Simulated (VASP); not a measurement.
The system is InSb.

```xyz
2
Lattice="0.0000 3.2391 3.2391 3.2391 0.0000 3.2391 3.2391 3.2391 0.0000" Properties=species:S:1:pos:R:3 pbc="T T T"
In    0.0000    0.0000    0.0000
Sb    1.6196    1.6196    1.6196
```

* Program: VASP 6.6.1
* Task: relaxation of cell and atoms
* Functional: PBE
* Potentials or basis: VASP PAW PBE potentials, release 64 (In_d, Sb)
* Cutoff: 520 eV
* k mesh: 2 × 2 × 2
* Occupations: gaussian, width 0.02 eV
* Spin: no spin polarisation

At the start: pressure 10.0 GPa; volume 33.98 Å³/atom.

Q: Where does the relaxation end?

A: Over 5 steps the energy falls by 221.8 meV/atom and the volume is 42.94 Å³/atom (+26.3 %); space group F-43m (No. 216, to 0.05 Å).

Step by step:
```csv
step,energy change (eV),largest force (eV/Å),pressure (GPa),volume (Å³)
1,0.0000,0.0000,9.98,67.97
2,-0.4231,0.0000,-1.21,90.98
3,-0.4435,0.0000,0.11,85.48
4,-0.4437,0.0000,-0.01,85.90
5,-0.4437,0.0000,0.00,85.87
```

Final structure:
```
In Sb
1.0
     0.00000    3.50165    3.50165
     3.50165    0.00000    3.50165
     3.50165    3.50165    0.00000
In Sb
1 1
Direct
  0.00000 0.00000 0.00000
  0.25000 0.25000 0.25000
```

Caveat: the k mesh is coarse (spacing up to 0.84 Å⁻¹), so the values aren't converged; the volume moved by over 15 % at a fixed basis, so the end points are rough; the volume moved by +26 % from the deposited cell, more than functionals usually miss.
